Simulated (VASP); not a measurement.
Here is the system:

```yaml
crystal:
  lattice:
    - [2.99000, 0.00000, 0.00000]
    - [0.00000, 2.99000, 0.00000]
    - [0.00000, 0.00000, 2.99000]
  atoms:
    - { symbol: Al, position: [0.50000, 0.50000, 0.50000] }
    - { symbol: Ru, position: [0.00000, 0.00000, 0.00000] }
```

Computed with optB86b-vdW, VASP's PBE PAW potentials (set 64) (plane waves; VASP). Run with 520 eV cut-off, Gaussian smearing of 0.050 eV, potentials Al Ru_pv.

Task: Give the energies of bands 4 to 11 at the high-symmetry points, in eV from the Fermi level.

Result: 
```json
[
 {"band": "4", "Γ": "-9.64", "X": "-5.81", "M": "-6.01", "R": "-4.61"},
 {"band": "5", "Γ": "-3.54", "X": "-5.42", "M": "-3.04", "R": "-4.61"},
 {"band": "6", "Γ": "-3.54", "X": "-2.74", "M": "-1.31", "R": "-4.61"},
 {"band": "7", "Γ": "0.20", "X": "-1.59", "M": "-1.31", "R": "1.66"},
 {"band": "8", "Γ": "0.20", "X": "-1.59", "M": "-1.15", "R": "1.66"},
 {"band": "9", "Γ": "0.20", "X": "0.45", "M": "-1.15", "R": "2.64"},
 {"band": "10", "Γ": "6.11", "X": "2.32", "M": "1.56", "R": "4.18"},
 {"band": "11", "Γ": "6.11", "X": "7.53", "M": "5.32", "R": "4.18"}
]
```

It has no gap at this level: it comes out as a metal or semimetal.

The compound is RuAl in the CsCl type structure. The cell was not relaxed at this level. The electron count is odd and the run is not spin-polarised, which forces a metal.
